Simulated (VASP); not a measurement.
Consider the following.

```xyz
2
Lattice="0.0000 2.1668 2.1668 2.1668 0.0000 2.1668 2.1668 2.1668 0.0000" Properties=species:S:1:pos:R:3 pbc="T T T"
Ti     0.0000     0.0000     0.0000
C      2.1668     2.1668     2.1668
```

Calculation: r2SCAN meta-GGA, VASP's PBE PAW potentials (set 64) (plane waves; VASP 6.6.1). Settings: 520 eV cut-off, 14×14×14 Γ-centred mesh, first-order Methfessel-Paxton smearing of 0.10 eV, potentials Ti_sv C.

Problem. Give the energy at these volumes per atom, relative to the lowest: 9.56, 9.86, 10.17, 10.47, 10.78 Å³.

Solution. 33.8, 8.2, 0.0, 6.8, 26.4 meV/atom. A third-order Birch-Murnaghan fit gives B0 = 261 GPa and B0′ = 4.0.

Measured: a 4.330 Å (computed value off by +0.1 %), as given by Guo-Xu Zhang et al., New Journal of Physics (2018), doi:10.1088/1367-2630/aac7f0. The calculation is for a static lattice, while the measured a holds thermal and zero-point effects, which are part of the difference.

The compound is TiC in the rock salt structure. It was relaxed first.
